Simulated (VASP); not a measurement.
Here is a VASP 6.6.1 calculation.

File INCAR:

```
PREC = Accurate ; ENCUT = 600
EDIFF = 1E-6 ; ISMEAR = 0
SIGMA = 0.1 ; LREAL = F
LASPH = T ; NELM = 60
ALGO = Fast ; ISIF = 3
LWAVE = F ; LCHARG = F
GGA = PE ; IBRION = 2
NSW = 90 ; EDIFFG = -0.04
```

Contents of KPOINTS:

```
Automatic mesh
0
Gamma
  4 4 4
```

File POSCAR:

```
Te3Pd
1.0
    0.0000000000      4.1577595100      4.1577595100
    4.1577595100      0.0000000000      4.1577595100
    4.1577595100      4.1577595100      0.0000000000
Te Pd
3 1
Direct
    0.2500000000      0.2500000000      0.2500000000
    0.7500000000      0.7500000000      0.7500000000
    0.5000000000      0.5000000000      0.5000000000
    0.0000000000      0.0000000000      0.0000000000
```

Potentials or basis: VASP PAW PBE potentials, release 64 (Te, Pd).

Command:

```bash
$ cat potpaw_PBE.64/Te/POTCAR potpaw_PBE.64/Pd/POTCAR > POTCAR
$ mpirun -np 1 vasp_std > vasp.out
```

(1) Estimate the relaxed cell.

(2) Estimate the space group after relaxing (to 0.05 Å).

(3) Predict the relaxed volume.

Answers

(1) a = 5.159 Å, b = 5.159 Å, c = 5.159 Å, α = 60.00°, β = 60.00°, γ = 60.00°.

(2) Fm-3m (No. 225).

(3) 24.27 Å³/atom.

Caveat: the volume moved by over 15 % at a fixed basis, so the end points are rough.
